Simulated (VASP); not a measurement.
Data:

```xyz
2
Lattice="1.3550 -2.3469 0.0000 1.3550 2.3469 0.0000 0.0000 0.0000 4.2800" Properties=species:S:1:pos:R:3 pbc="T T T"
Ru     1.3550     0.7823     1.0700
Ru     1.3550    -0.7823     3.2100
```

Level of theory: AM05 GGA, VASP's PBE PAW potentials (set 64) (plane waves; VASP). Settings: 520 eV cut-off, 14×14×8 Γ-centred mesh, first-order Methfessel-Paxton smearing of 0.10 eV, potentials Ru_pv.

Energy and stress use the plane-wave basis of the starting cell.

The ions, cell shape and volume are relaxed. What does this cell relax into?

```xyz
2
Lattice="1.3430 -2.3261 0.0000 1.3430 2.3261 0.0000 0.0000 0.0000 4.2370" Properties=species:S:1:pos:R:3 pbc="T T T"
Ru     1.3430     0.7754     1.0592
Ru     1.3430    -0.7754     3.1777
```
Space group P6_3/mmc (194), at a tolerance of 0.03 Å.

How do energy and volume change from the first to the last step?

The energy (σ→0) changes by -11.2 meV/atom and the volume by -2.8 %, in 4 ionic steps.

The compound is Ru in the hcp structure. This run relaxes it. Symmetry was kept, so distortions that lower it aren't found.
